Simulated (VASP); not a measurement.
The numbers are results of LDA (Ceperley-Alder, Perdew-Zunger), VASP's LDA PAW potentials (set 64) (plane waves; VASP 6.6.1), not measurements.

VASP input:

### INCAR
```
SYSTEM = C
PREC = Accurate
ENCUT = 520
EDIFF = 1E-7
NELM = 100
ALGO = Normal
LREAL = .FALSE.
LASPH = .TRUE.
ISMEAR = 0
SIGMA = 0.01
LWAVE = .FALSE.
LCHARG = .FALSE.
LOPTICS = .TRUE.
NBANDS = 24
NEDOS = 1001
CSHIFT = 0.1
```

### KPOINTS
```
Automatic mesh
0
Gamma
29 29 18
0 0 0
```

**POSCAR**
```
C
1
    2.1191175153    -1.2236691757    -0.0038254151
    2.1191175153     1.2236691757    -0.0038254151
   -1.3800455813     0.0000000000     3.3049472699
C
2
Direct
  0.8333998235   0.8333998235   0.0001719610
  0.1666001765   0.1666001765   0.9998280390
```

POTCAR, in this order: C (LDA.64 set). Program: vasp_std.

What VASP printed:

OUTCAR:
```
 ion  position               nearest neighbor table
   1  0.833  0.833  0.000-   2 1.41   2 1.41   2 1.41
   2  0.167  0.167  1.000-   1 1.41   1 1.41   1 1.41
  LATTYP: Found a base centered monoclinic cell.
 ALAT       =     4.2382419362
 B/A-ratio  =     0.5774418705
 C/A-ratio  =     0.8450457600
 COS(beta)  =    -0.3869904082
 Subroutine PRICEL returns:
 Original cell was already a primitive cell.
 Subroutine GETGRP returns: Found  4 space group operations
The static configuration has the point symmetry C_2h.
The dynamic configuration has the point symmetry C_2h.
 Subroutine INISYM returns: Found  4 space group operations
 Subroutine IBZKPT returns following result:
 Found   3930 irreducible k-points:

 Following reciprocal coordinates:
            Coordinates               Weight
  0.000000  0.000000  0.000000      1.000000
  0.034483  0.000000  0.000000      4.000000
  0.068966  0.000000  0.000000      4.000000
  0.103448  0.000000 -0.000000      4.000000
  0.137931  0.000000  0.000000      4.000000
  0.172414  0.000000  0.000000      4.000000
  0.206897 -0.000000  0.000000      4.000000
  0.241379  0.000000  0.000000      4.000000
  0.275862  0.000000  0.000000      4.000000
  0.310345  0.000000  0.000000      4.000000
  0.344828 -0.000000  0.000000      4.000000
  0.379310 -0.000000 -0.000000      4.000000
  0.413793  0.000000  0.000000      4.000000
  0.448276  0.000000  0.000000      4.000000
  0.482759  0.000000  0.000000      4.000000
  0.034483  0.034483  0.000000      2.000000
  0.068966  0.034483 -0.000000      4.000000
  0.103448  0.034483  0.000000      4.000000
  0.137931  0.034483  0.000000      4.000000
  0.172414  0.034483 -0.000000      4.000000
  0.206897  0.034483 -0.000000      4.000000
  0.241379  0.034483  0.000000      4.000000
  0.275862  0.034483  0.000000      4.000000
  0.310345  0.034483  0.000000      4.000000
  0.344828  0.034483  0.000000      4.000000
  0.379310  0.034483  0.000000      4.000000
  0.413793  0.034483  0.000000      4.000000
  0.448276  0.034483  0.000000      4.000000
  0.482759  0.034483  0.000000      4.000000
 -0.482759  0.034483  0.000000      4.000000
 -0.448276  0.034483  0.000000      4.000000
 -0.413793  0.034483  0.000000      4.000000
 -0.379310  0.034483  0.000000      4.000000
 -0.344828  0.034483 -0.000000      4.000000
 -0.310345  0.034483 -0.000000      4.000000
 -0.275862  0.034483  0.000000      4.000000
 -0.241379  0.034483 -0.000000      4.000000
 -0.206897  0.034483  0.000000      4.000000
 -0.172414  0.034483  0.000000      4.000000
 -0.137931  0.034483  0.000000      4.000000
   k-points           NKPTS =   3930   k-points in BZ     NKDIM =   3930   number of bands    NBANDS=     24
   number of dos      NEDOS =   1001   number of ions     NIONS =      2
   total plane-waves  NPLWV =   9072
   dimension x,y,z NGX =    18 NGY =   18 NGZ =   28
   dimension x,y,z NGXF=    36 NGYF=   36 NGZF=   56
   ions per type =               2
   PREC   = accura    normal or accurate (medium, high low for compatibility)
   ISTART =      0    job   : 0-new  1-cont  2-samecut
   ICHARG =      2    charge: 1-file 2-atom 10-const
   ISPIN  =      1    spin polarized calculation?
   LNONCOLLINEAR =      F non collinear calculations
   LSORBIT =      F    spin-orbit coupling
   INIWAV =      1    electr: 0-lowe 1-rand  2-diag
   ENCUT  =  520.0 eV  38.22 Ry    6.18 a.u.   4.55  4.55  6.66*2*pi/ulx,y,z
   NELM   =    100;   NELMIN=  2; NELMDL= -5     # of ELM steps
   EDIFF  = 0.1E-06   stopping-criterion for ELM
...
```

### OSZICAR
```
       N       E                     dE             d eps       ncg     rms          rms(c)
DAV:   1     0.811940100331E+01    0.81194E+01   -0.34495E+03190328   0.298E+02
DAV:   2    -0.211712571543E+02   -0.29291E+02   -0.28261E+02243248   0.913E+01
DAV:   3    -0.216555681009E+02   -0.48431E+00   -0.48283E+00232112   0.895E+00
DAV:   4    -0.216562509490E+02   -0.68285E-03   -0.68284E-03219224   0.398E-01
DAV:   5    -0.216562521903E+02   -0.12413E-05   -0.12415E-05234928   0.153E-02    0.665E+00
DAV:   6    -0.205596452561E+02    0.10966E+01   -0.55394E-01213960   0.260E+00    0.374E+00
DAV:   7    -0.202242467954E+02    0.33540E+00   -0.66202E-01230032   0.282E+00    0.104E+00
DAV:   8    -0.202247234051E+02   -0.47661E-03   -0.24030E-02208424   0.592E-01    0.166E-01
DAV:   9    -0.202238457705E+02    0.87763E-03   -0.13648E-03228488   0.122E-01    0.464E-02
DAV:  10    -0.202238461656E+02   -0.39506E-06   -0.47612E-05222672   0.303E-02    0.117E-02
DAV:  11    -0.202238459199E+02    0.24570E-06   -0.35493E-07230680   0.247E-03    0.220E-03
DAV:  12    -0.202238459173E+02    0.25519E-08   -0.40621E-09149400   0.268E-04
   1 F= -.20223846E+02 E0= -.20223846E+02  d E =-.347997E-09
 imaginary and real dielectric function
```

File OUTCAR:
```
------------------------ aborting loop because EDIFF is reached ----------------------------------------
  FORCE on cell =-STRESS in cart. coord.  units (eV):
  Direction    XX          YY          ZZ          XY          YZ          ZX
  --------------------------------------------------------------------------------------
  Total        0.0177804     -0.0021664      0.0126736      0.0000000      0.0000000     -0.0048047
  in kB        1.6632868     -0.2026554      1.1855614      0.0000000      0.0000000     -0.4494608
  external PRESSURE =       0.8820643 kB  Pullay stress =       0.0000000 kB
  volume of cell :       17.13
      direct lattice vectors                 reciprocal lattice vectors
     2.119117515 -1.223669176 -0.003825415     0.236125263 -0.408607171  0.098598737
     2.119117515  1.223669176 -0.003825415     0.236125263  0.408607171  0.098598737
    -1.380045581  0.000000000  3.304947270     0.000546621  0.000000000  0.302804941
 POSITION                                       TOTAL-FORCE (eV/Angst)
 -----------------------------------------------------------------------------------
      3.53191      0.00000     -0.00581        -0.005809      0.000000      0.003839
     -0.67372      0.00000      3.30310         0.005809      0.000000     -0.003839
 -----------------------------------------------------------------------------------
    total drift:                                0.000000     -0.000000     -0.000000
  FREE ENERGIE OF THE ION-ELECTRON SYSTEM (eV)
  ---------------------------------------------------
  free  energy   TOTEN  =       -20.2238459173 eV

  energy  without entropy=      -20.2238459170  energy(sigma->0) =      -20.22384592

 plasma frequency squared (from intraband transitions) (eV^2)
  --------------------------------------------------------------------------------------
       0.001       0.000      -0.000
       0.000       0.001       0.000
      -0.000       0.000       0.000

 plasma frequency squared (from interband transitions, int dw w eps(2)(w)) (eV^2)
  --------------------------------------------------------------------------------------
     596.196       0.000       0.000       0.000       1.004       0.000
       0.000       0.000     594.114       0.000       0.000       0.000
       1.004      -0.000       0.000       0.000     576.141       0.000
```
(Selected blocks of OUTCAR.)

The dielectric response may not be converged in the k-mesh; for small gaps it tends to come out too large.

The structure comes from a computed database's C entry (C2/m); how it stands against other phases isn't given here. It was relaxed first, which changed the volume by -6 %.
